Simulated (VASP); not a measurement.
A run of VASP 6.6.1 is set up as follows.

File INCAR:

```
ALGO = Fast
EDIFF = 1E-7
ENCUT = 520
GGA = PE
ISIF = 2
ISMEAR = -1
LASPH = True
LCHARG = False
LREAL = False
LWAVE = False
NBANDS = 20
NELM = 80
PREC = Accurate
SIGMA = 0.05
```

KPOINTS

```
k-points
0
Gamma
  4 4 4
```

The input POSCAR:

```
NaBiH3
1.0
    3.7954440000      0.0000000000      0.0000000000
    0.0000000000      3.7954440000      0.0000000000
    0.0000000000      0.0000000000      3.7954440000
Na Bi H
1 1 3
Direct
    0.4836266850      0.5096067812      0.5225030326
    0.0031342842      0.0013384468      0.0011184462
   -0.1696752738      0.1059567734      0.5398432963
    0.5288585472     -0.1140045802     -0.1252820487
   -0.1203448134      0.4889364723     -0.1498968237
```

Potentials or basis: VASP PAW PBE potentials, release 64 (Na_pv, Bi_d, H).

Run with:

```console
$ cat potpaw_PBE.64/Na_pv/POTCAR potpaw_PBE.64/Bi_d/POTCAR potpaw_PBE.64/H/POTCAR > POTCAR
$ mpirun -np 1 vasp_std > vasp.out
```

Question: What does it give for the largest force?

Answer: 1.110 eV/Å.

Question: What does it give for the band gap on the k mesh?

Answer: None (metal or under the smearing width).

Question: Estimate the pressure.

Answer: 25.4 GPa.

Stress tensor (GPa, compression positive):
```
27.25 -3.77 -0.16
-3.77 24.19  2.77
-0.16  2.77 24.81
```

Caveat: the k mesh is coarse (spacing up to 0.41 Å⁻¹), so the values aren't converged; so large a pressure means that the cell lies far from this level's equilibrium, or that cutoff or potentials fall short; spin-orbit coupling is left out, which moves the levels of the heavy elements; forces of over 1 eV/Å show positions far from the minimum, so gaps and moduli don't describe the material at rest.
